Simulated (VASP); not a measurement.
VASP runs on CdSiP2 (space group I-42d) share one base input (PBE GGA, plane waves, VASP's PBE PAW potentials (set 64)) and change the settings named in each case.

**POSCAR**
```
CdSiP2
1
   -2.7209320000     2.7209320000     5.3621230000
    2.7209320000    -2.7209320000     5.3621230000
    2.7209320000     2.7209320000    -5.3621230000
Cd Si P
2 2 4
Direct
  0.7500000000   0.2500000000   0.5000000000
  0.0000000000   0.0000000000   0.0000000000
  0.2500000000   0.7500000000   0.5000000000
  0.5000000000   0.5000000000   0.0000000000
  0.1324000000   0.1250000000   0.5074000000
  0.6176000000   0.6250000000   0.4926000000
  0.3750000000   0.8676000000   0.9926000000
  0.8750000000   0.3824000000   0.0074000000
```

File KPOINTS:
```
Automatic mesh
0
Gamma
6 6 6
0 0 0
```

### INCAR
```
# general
SYSTEM =CdSiP2
PREC   =Accurate
ENCUT  =300
LREAL  =.FALSE.
LASPH  =.TRUE.

# electronic loop
EDIFF  =1E-6
NELM   =100
ALGO   =Normal
LMAXMIX=4

# smearing
ISMEAR =0
SIGMA  =0.272

# functional
GGA    =PE

# ions
ISIF   =2

# output
LWAVE  =.FALSE.
LCHARG =.FALSE.
```

POTCAR, in this order: Cd Si P (PBE.64 set). Program: vasp_std.

```csv
change,E(σ→0) (eV/atom),pressure (GPa)
base run,-4.2597,9.06
GGA = PS,-4.6791,5.96
"GGA_COMPAT = .FALSE., LNONCOLLINEAR = .TRUE., LSORBIT = .TRUE., MAGMOM = 0.0 0.0 0.0 0.0 0.0 0.0 0.0 0.0 0.0 0.0 0.0 0.0 0.0 0.0 0.0 0.0 0.0 0.0 0.0 0.0 0.0 0.0 0.0 0.0, program vasp_ncl",-4.2685,(withheld)
KPOINTS 7×7×7 Γ-centred mesh,-4.2597,9.06
```

Problem. Complete the blanks.

Solution. 
- GGA_COMPAT = .FALSE., LNONCOLLINEAR = .TRUE., LSORBIT = .TRUE., MAGMOM = 0.0 0.0 0.0 0.0 0.0 0.0 0.0 0.0 0.0 0.0 0.0 0.0 0.0 0.0 0.0 0.0 0.0 0.0 0.0 0.0 0.0 0.0 0.0 0.0, program vasp_ncl, pressure (GPa): 9.00

Energies of different potentials or functionals have different zeros.  At 300 eV the pressure can carry a Pulay error.

Left out are runs that ran out of time, are held back, or changed the cell or the kind of run, fixed moments of cells without a moment, rows past the twelfth, gaps on odd meshes, pressures of charged cells and columns that move by less than the noise.

The structure was generated: CdSiP2 was put into an ordered model structure, which need not be its known phase. The cell was not relaxed at this level.
